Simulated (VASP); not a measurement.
# Shielding tensors and field gradients of LiHS, part 5 of 6

What are the shielding tensors of LiHS? The cell has space group Ama2. The start is a cell from a database of measured crystal structures.

VASP 6.6.1, plane waves and PAW; the level of theory is named at each step.

So far. Step 2 (Ground state): The cell has a gap of 3.22 eV on this mesh. Forces of up to 0.36 eV/Å remain in these settings, with PBE data sets under LDA.

## (5) Other data sets, PAW release PBE 64

This step: chemical shifts by linear response (GIPAW), LDA; plane waves and PAW (S_GW, Li_GW, H_GW) (VASP 6.6.1).

Other PAW data sets are tried: S_GW, Li_GW and H_GW of the family PBE 64, at ENCUT = 420 eV. Names, family and cutoff change together where the inputs show it, so the difference holds all of them.

INCAR reads:

```
SYSTEM = LiHS
PREC = Accurate
ENCUT = 420
EDIFF = 1E-09
NELM = 100
ISMEAR = 0
SIGMA = 0.01
LREAL = .FALSE.
ALGO = Normal
GGA = CA
NBANDS = 14
LWAVE = .FALSE.
LCHARG = .FALSE.
KPAR = 2
LCHIMAG = .TRUE.
LEFG = .TRUE.
DQ = 0.001
ICHIBARE = 1
LNMR_SYM_RED = .TRUE.
```

POSCAR reads:

```
LiHS
1.0
    6.1568700000      0.0000000000      0.0000000000
    0.0000000000      2.8092050000      2.7573900000
    0.0000000000     -2.8092050000      2.7573900000
S Li H
2 2 2
Direct
    0.7500000000      0.9987600000      0.4753400000
    0.2500000000      0.4753400000      0.9987600000
    0.5000000000      0.5016600000      0.5016600000
    0.0000000000      0.5016600000      0.5016600000
    0.2500000000      0.1330900000      0.9834900000
    0.7500000000      0.9834900000      0.1330900000
```

KPOINTS reads:

```
Automatic mesh
0
Gamma
4 6 6
0 0 0
```

PAW data sets: S_GW, Li_GW and H_GW (PBE family, release 64).

The run is started by

```console
$ mpirun -np 2 vasp_std
```

What it wrote:

```text
[banner, memory and clock lines left out]
running    2 mpi-ranks, on    1 nodes
 distrk:  each k-point on    1 cores,    2 groups
 distr:  one band on    1 cores,    1 groups

 POSCAR found type information on POSCAR S LiH
 POSCAR found :  3 types and       6 ions
 [... a notice as in an earlier step ...]

 LDA part: xc-table for (Slater(with rela. corr.)+CA(PZ))
 , standard interpolation
 POSCAR, INCAR and KPOINTS ok, starting setup
 FFT: planning ... GRIDC
 FFT: planning ... GRID_SOFT
 FFT: planning ... GRID
 WAVECAR not read
 entering main loop
       N       E                     dE             d eps       ncg     rms          rms(c)
DAV:   1     0.463753618690E+02    0.46375E+02   -0.53816E+03  1092   0.772E+02
DAV:   2    -0.202162716727E+02   -0.66592E+02   -0.62112E+02  1558   0.141E+02
DAV:   3    -0.253461357537E+02   -0.51299E+01   -0.51108E+01  1524   0.430E+01
DAV:   4    -0.255276904402E+02   -0.18155E+00   -0.18151E+00  1898   0.832E+00
DAV:   5    -0.255284306999E+02   -0.74026E-03   -0.74025E-03  1586   0.557E-01    0.452E+00
DAV:   6    -0.248255434547E+02    0.70289E+00   -0.97634E-01  1200   0.484E+00    0.237E+00
DAV:   7    -0.246743487181E+02    0.15119E+00   -0.33129E-01  1380   0.298E+00    0.835E-01
DAV:   8    -0.246631423889E+02    0.11206E-01   -0.34837E-02  1482   0.114E+00    0.125E-01
DAV:   9    -0.246631736347E+02   -0.31246E-04   -0.38782E-03  1422   0.403E-01    0.680E-02
DAV:  10    -0.246631581593E+02    0.15475E-04   -0.96063E-04  1434   0.173E-01    0.227E-02
DAV:  11    -0.246631560541E+02    0.21052E-05   -0.11266E-04  1852   0.642E-02    0.726E-03
DAV:  12    -0.246631568594E+02   -0.80528E-06   -0.89168E-06  1444   0.194E-02    0.342E-03
DAV:  13    -0.246631567306E+02    0.12876E-06   -0.14388E-06  1422   0.679E-03    0.934E-04
DAV:  14    -0.246631567221E+02    0.84668E-08   -0.11932E-07  1502   0.232E-03    0.180E-04
DAV:  15    -0.246631567238E+02   -0.16254E-08   -0.11775E-08  1608   0.727E-04    0.924E-05
DAV:  16    -0.246631567241E+02   -0.35163E-09   -0.13487E-09  1208   0.250E-04
ion   1
     0.0000000     0.0000000     6.0706563    -2.1912968     0.0000000     3.0152141
     0.0000369     0.0000000     6.0706562    -2.1912968     0.0000000     3.0152141
     0.0000508     0.0000000     6.0706562    -2.1912968     0.0000000     3.0152141
     0.0000700     0.0000000     6.0706561    -2.1912968     0.0000000     3.0152141
     0.0000964     0.0000000     6.0706560    -2.1912967     0.0000000     3.0152140

     0.0000000     0.0000000   106.4516614   -42.2285176     0.0000000    58.3996680
     0.0000369     0.0000000   106.4513552   -42.2283961     0.0000000    58.3995001
     0.0000508     0.0000000   106.4511693   -42.2283224     0.0000000    58.3993982
     0.0000700     0.0000000   106.4508605   -42.2281999     0.0000000    58.3992289
     0.0000964     0.0000000   106.4503513   -42.2279980     0.0000000    58.3989499

ion   2
     0.0000000     0.0000000    -6.0706563    -2.1912968    -0.0000000     3.0152141
     0.0000369     0.0000000    -6.0706562    -2.1912968    -0.0000000     3.0152141
     0.0000508     0.0000000    -6.0706562    -2.1912968    -0.0000000     3.0152141
     0.0000700     0.0000000    -6.0706561    -2.1912968    -0.0000000     3.0152141
     0.0000964     0.0000000    -6.0706560    -2.1912967    -0.0000000     3.0152140

     0.0000000     0.0000000  -106.4516614   -42.2285176    -0.0000000    58.3996680
     0.0000369     0.0000000  -106.4513552   -42.2283961    -0.0000000    58.3995001
     0.0000508     0.0000000  -106.4511693   -42.2283224    -0.0000000    58.3993982
     0.0000700     0.0000000  -106.4508605   -42.2281999    -0.0000000    58.3992289
     0.0000964     0.0000000  -106.4503513   -42.2279980    -0.0000000    58.3989499

ion   3
     0.0000000     0.2134700     0.0000000    -0.2325999     0.0000000     0.3282130
     0.0000222     0.2134700     0.0000000    -0.2325999     0.0000000     0.3282130
     0.0000306     0.2134700     0.0000000    -0.2325999     0.0000000     0.3282130
     0.0000422     0.2134700     0.0000000    -0.2325999     0.0000000     0.3282130
     0.0000581     0.2134700     0.0000000    -0.2325999     0.0000000     0.3282130

     0.0000000     0.2127678     0.0000000    -0.2279155     0.0000000     0.3217506
     0.0000222     0.2127678     0.0000000    -0.2279155     0.0000000     0.3217506
     0.0000306     0.2127678     0.0000000    -0.2279155     0.0000000     0.3217506
     0.0000422     0.2127678     0.0000000    -0.2279155     0.0000000     0.3217506
     0.0000581     0.2127678     0.0000000    -0.2279155     0.0000000     0.3217506

ion   4
     0.0000000    -0.2134700     0.0000000    -0.2325999     0.0000000     0.3282130
     0.0000222    -0.2134700     0.0000000    -0.2325999     0.0000000     0.3282130
     0.0000306    -0.2134700     0.0000000    -0.2325999     0.0000000     0.3282130
     0.0000422    -0.2134700     0.0000000    -0.2325999     0.0000000     0.3282130
     0.0000581    -0.2134700     0.0000000    -0.2325999     0.0000000     0.3282130

     0.0000000    -0.2127678     0.0000000    -0.2279155     0.0000000     0.3217506
     0.0000222    -0.2127678     0.0000000    -0.2279155     0.0000000     0.3217506
     0.0000306    -0.2127678     0.0000000    -0.2279155     0.0000000     0.3217506
     0.0000422    -0.2127678     0.0000000    -0.2279155     0.0000000     0.3217506
     0.0000581    -0.2127678     0.0000000    -0.2279155     0.0000000     0.3217506

ion   5
     0.0000000    -0.0000000     4.0776835     1.4050073    -0.0000000    -1.8931966
     0.0000116    -0.0000000     4.0776835     1.4050073    -0.0000000    -1.8931966
     0.0000158    -0.0000000     4.0776835     1.4050073    -0.0000000    -1.8931966
     0.0000215    -0.0000000     4.0776834     1.4050073    -0.0000000    -1.8931966
     0.0000293    -0.0000000     4.0776834     1.4050073    -0.0000000    -1.8931966

     0.0000000    -0.0000000     4.1879034     1.4430674    -0.0000000    -1.9444989
     0.0000116    -0.0000000     4.1879034     1.4430674    -0.0000000    -1.9444989
     0.0000158    -0.0000000     4.1879034     1.4430674    -0.0000000    -1.9444989
     0.0000215    -0.0000000     4.1879034     1.4430674    -0.0000000    -1.9444988
     0.0000293    -0.0000000     4.1879034     1.4430674    -0.0000000    -1.9444988

ion   6
     0.0000000    -0.0000000    -4.0776835     1.4050073     0.0000000    -1.8931966
     0.0000116    -0.0000000    -4.0776835     1.4050073     0.0000000    -1.8931966
     0.0000158    -0.0000000    -4.0776835     1.4050073     0.0000000    -1.8931966
     0.0000215    -0.0000000    -4.0776834     1.4050073     0.0000000    -1.8931966
[...]
RMM:   2    -0.561281395543E+02   -0.23327E+01   -0.34895E+00  2332   0.117E+01
RMM:   3    -0.562648869081E+02   -0.13675E+00   -0.45787E-01  2413   0.344E+00
RMM:   4    -0.562743461545E+02   -0.94592E-02   -0.24988E-02  2466   0.947E-01
RMM:   5    -0.562750482707E+02   -0.70212E-03   -0.20085E-03  2420   0.225E-01
RMM:   6    -0.562750998762E+02   -0.51606E-04   -0.14061E-04  2475   0.570E-02
RMM:   7    -0.562751048614E+02   -0.49851E-05   -0.14740E-05  2427   0.136E-02
RMM:   8    -0.562751055198E+02   -0.65839E-06   -0.22823E-06  2479   0.408E-03
RMM:   9    -0.562751055891E+02   -0.69330E-07   -0.17067E-07  2382   0.976E-04
RMM:  10    -0.562751055973E+02   -0.82542E-08   -0.25669E-08  2008   0.312E-04
RMM:  11    -0.562751055986E+02   -0.12610E-08   -0.40143E-09  1474   0.114E-04
RMM:  12    -0.562751055988E+02   -0.17137E-09   -0.52834E-10  1412   0.645E-05
BDIR= 3  IDIR= 1  IQ=  0
DAV:   1    -0.174435189660E+03   -0.17444E+03   -0.23238E-10   918   0.123E-04
DAV:   2    -0.174435189660E+03   -0.88676E-11   -0.75323E-11   906   0.674E-05
       N       E                     dE             d eps       ncg     rms
RMM:   1    -0.537926063493E+02   -0.53793E+02   -0.11309E+02  2131   0.422E+01
RMM:   2    -0.561244610056E+02   -0.23319E+01   -0.34874E+00  2327   0.117E+01
RMM:   3    -0.562611148477E+02   -0.13665E+00   -0.45791E-01  2397   0.344E+00
RMM:   4    -0.562705071422E+02   -0.93923E-02   -0.24782E-02  2458   0.944E-01
RMM:   5    -0.562711990469E+02   -0.69190E-03   -0.19675E-03  2409   0.224E-01
RMM:   6    -0.562712501292E+02   -0.51082E-04   -0.13915E-04  2454   0.568E-02
RMM:   7    -0.562712551273E+02   -0.49982E-05   -0.14764E-05  2402   0.137E-02
RMM:   8    -0.562712557848E+02   -0.65750E-06   -0.22777E-06  2451   0.412E-03
RMM:   9    -0.562712558547E+02   -0.69844E-07   -0.17062E-07  2352   0.993E-04
RMM:  10    -0.562712558630E+02   -0.82971E-08   -0.25992E-08  1996   0.320E-04
RMM:  11    -0.562712558643E+02   -0.12715E-08   -0.40310E-09  1445   0.115E-04
RMM:  12    -0.562712558644E+02   -0.17120E-09   -0.53083E-10  1392   0.645E-05
BDIR= 3  IDIR= 1  IQ=  1
DAV:   1    -0.174435496637E+03   -0.17444E+03   -0.96014E-03  1326   0.583E-01
DAV:   2    -0.174435603726E+03   -0.10709E-03   -0.10709E-03  1446   0.180E-01
DAV:   3    -0.174435607310E+03   -0.35846E-05   -0.35846E-05  1796   0.355E-02
DAV:   4    -0.174435607367E+03   -0.56994E-07   -0.57008E-07  1536   0.343E-03
DAV:   5    -0.174435607369E+03   -0.19913E-08   -0.20013E-08  1682   0.618E-04
DAV:   6    -0.174435607369E+03   -0.27001E-10   -0.19566E-10  1088   0.734E-05
       N       E                     dE             d eps       ncg     rms
RMM:   1    -0.537888223358E+02   -0.53789E+02   -0.11307E+02  2132   0.422E+01
RMM:   2    -0.561198505321E+02   -0.23310E+01   -0.34857E+00  2332   0.117E+01
RMM:   3    -0.562563621008E+02   -0.13651E+00   -0.45741E-01  2413   0.344E+00
RMM:   4    -0.562657501400E+02   -0.93880E-02   -0.24805E-02  2465   0.945E-01
RMM:   5    -0.562664447354E+02   -0.69460E-03   -0.19687E-03  2421   0.224E-01
RMM:   6    -0.562664958313E+02   -0.51096E-04   -0.13944E-04  2475   0.568E-02
RMM:   7    -0.562665008056E+02   -0.49743E-05   -0.14695E-05  2427   0.136E-02
RMM:   8    -0.562665014630E+02   -0.65732E-06   -0.22793E-06  2482   0.408E-03
RMM:   9    -0.562665015324E+02   -0.69413E-07   -0.17122E-07  2387   0.982E-04
RMM:  10    -0.562665015406E+02   -0.82609E-08   -0.25772E-08  2018   0.315E-04
RMM:  11    -0.562665015419E+02   -0.12649E-08   -0.40227E-09  1469   0.114E-04
RMM:  12    -0.562665015421E+02   -0.17113E-09   -0.53014E-10  1412   0.643E-05
BDIR= 3  IDIR= 2  IQ= -1
DAV:   1    -0.174450614662E+03   -0.17445E+03   -0.79388E-03  1392   0.559E-01
DAV:   2    -0.174450721619E+03   -0.10696E-03   -0.10696E-03  1518   0.184E-01
DAV:   3    -0.174450725625E+03   -0.40066E-05   -0.40065E-05  1712   0.456E-02
DAV:   4    -0.174450725707E+03   -0.81984E-07   -0.81944E-07  1544   0.533E-03
DAV:   5    -0.174450725709E+03   -0.19303E-08   -0.19329E-08  1598   0.888E-04
DAV:   6    -0.174450725709E+03   -0.54001E-12   -0.18045E-10  1098   0.108E-04
       N       E                     dE             d eps       ncg     rms
RMM:   1    -0.540883386792E+02   -0.54088E+02   -0.10047E+02  2086   0.417E+01
RMM:   2    -0.561155797904E+02   -0.20272E+01   -0.31221E+00  2219   0.110E+01
RMM:   3    -0.562359930196E+02   -0.12041E+00   -0.43233E-01  2288   0.306E+00
RMM:   4    -0.562434436573E+02   -0.74506E-02   -0.15933E-02  2280   0.767E-01
RMM:   5    -0.562440607853E+02   -0.61713E-03   -0.21699E-03  2320   0.216E-01
RMM:   6    -0.562441102980E+02   -0.49513E-04   -0.14006E-04  2333   0.559E-02
RMM:   7    -0.562441132196E+02   -0.29215E-05   -0.69093E-06  2354   0.122E-02
RMM:   8    -0.562441133782E+02   -0.15863E-06   -0.47567E-07  2350   0.294E-03
RMM:   9    -0.562441133867E+02   -0.84767E-08   -0.20048E-08  2288   0.655E-04
RMM:  10    -0.562441133870E+02   -0.35146E-09   -0.95428E-10  1881   0.149E-04
BDIR= 3  IDIR= 2  IQ=  0
DAV:   1    -0.174435189660E+03   -0.17444E+03   -0.23242E-10   918   0.123E-04
DAV:   2    -0.174435189660E+03    0.51841E-10   -0.75564E-11   906   0.674E-05
       N       E                     dE             d eps       ncg     rms
RMM:   1    -0.540761344492E+02   -0.54076E+02   -0.10047E+02  2086   0.417E+01
RMM:   2    -0.561023923822E+02   -0.20263E+01   -0.31190E+00  2220   0.110E+01
RMM:   3    -0.562226320852E+02   -0.12024E+00   -0.43102E-01  2286   0.306E+00
RMM:   4    -0.562300611617E+02   -0.74291E-02   -0.15937E-02  2274   0.766E-01
RMM:   5    -0.562306702705E+02   -0.60911E-03   -0.21446E-03  2308   0.215E-01
RMM:   6    -0.562307192482E+02   -0.48978E-04   -0.13881E-04  2330   0.557E-02
RMM:   7    -0.562307220894E+02   -0.28412E-05   -0.65367E-06  2343   0.120E-02
RMM:   8    -0.562307222228E+02   -0.13336E-06   -0.37216E-07  2344   0.288E-03
RMM:   9    -0.562307222303E+02   -0.74765E-08   -0.20126E-08  2259   0.653E-04
RMM:  10    -0.562307222306E+02   -0.38703E-09   -0.11498E-09  1872   0.152E-04
BDIR= 3  IDIR= 2  IQ=  1
DAV:   1    -0.174419544739E+03   -0.17442E+03   -0.79461E-03  1380   0.559E-01
DAV:   2    -0.174419651804E+03   -0.10706E-03   -0.10706E-03  1538   0.184E-01
DAV:   3    -0.174419655699E+03   -0.38954E-05   -0.38954E-05  1720   0.446E-02
DAV:   4    -0.174419655772E+03   -0.72328E-07   -0.72301E-07  1556   0.509E-03
DAV:   5    -0.174419655773E+03   -0.18376E-08   -0.18912E-08  1590   0.863E-04
DAV:   6    -0.174419655773E+03   -0.46612E-10   -0.18228E-10  1104   0.107E-04
       N       E                     dE             d eps       ncg     rms
RMM:   1    -0.540630074765E+02   -0.54063E+02   -0.10047E+02  2085   0.417E+01
RMM:   2    -0.560880710591E+02   -0.20251E+01   -0.31140E+00  2218   0.110E+01
RMM:   3    -0.562082810872E+02   -0.12021E+00   -0.43011E-01  2289   0.306E+00
RMM:   4    -0.562157511621E+02   -0.74701E-02   -0.16233E-02  2282   0.772E-01
RMM:   5    -0.562163614588E+02   -0.61030E-03   -0.21643E-03  2323   0.216E-01
RMM:   6    -0.562164090934E+02   -0.47635E-04   -0.13197E-04  2328   0.551E-02
RMM:   7    -0.562164118147E+02   -0.27213E-05   -0.65561E-06  2354   0.120E-02
RMM:   8    -0.562164119453E+02   -0.13055E-06   -0.36092E-07  2348   0.288E-03
RMM:   9    -0.562164119523E+02   -0.70328E-08   -0.19199E-08  2295   0.648E-04
RMM:  10    -0.562164119526E+02   -0.33592E-09   -0.90450E-10  1879   0.147E-04
       N       E                     dE             d eps       ncg     rms
RLQ:   1    -0.671626417860E-01   -0.67163E-01   -0.12252E-01  1833   0.139E+00
RLQ:   2    -0.694219611895E-01   -0.22593E-02   -0.52377E-03  2279   0.239E-01
RLQ:   3    -0.695224708475E-01   -0.10051E-03   -0.14239E-04  2232   0.597E-02
RLQ:   4    -0.695284937149E-01   -0.60229E-05   -0.20170E-05  2316   0.167E-02
RLQ:   5    -0.695289847004E-01   -0.49099E-06   -0.93752E-07  2271   0.434E-03
RLQ:   6    -0.695290129186E-01   -0.28218E-07   -0.91156E-08  2332   0.110E-03
RLQ:   7    -0.695290148567E-01   -0.19381E-08   -0.37068E-09  1949   0.252E-04
RLQ:   8    -0.695290149628E-01   -0.10613E-09   -0.28548E-10  1455   0.762E-05
```

It took 13 min on 2 MPI ranks of AMD EPYC 7R43, shared host; peak memory 0.78 GiB.

(Continued in part 6 of 6.)

[Lines on the potential files, build, host, timing and source positions are cut from VASP's logs without a mark.]

[Logs are printed without paths, hosts, clocks, repeated set-up lines and the standing remarks that a program may print on its own settings, such as how far it seeks lower states.]

[Hosts, paths, dates, database ids (printed as entryN), source tags and the programs' standing remarks are cut or masked in the printed files.]
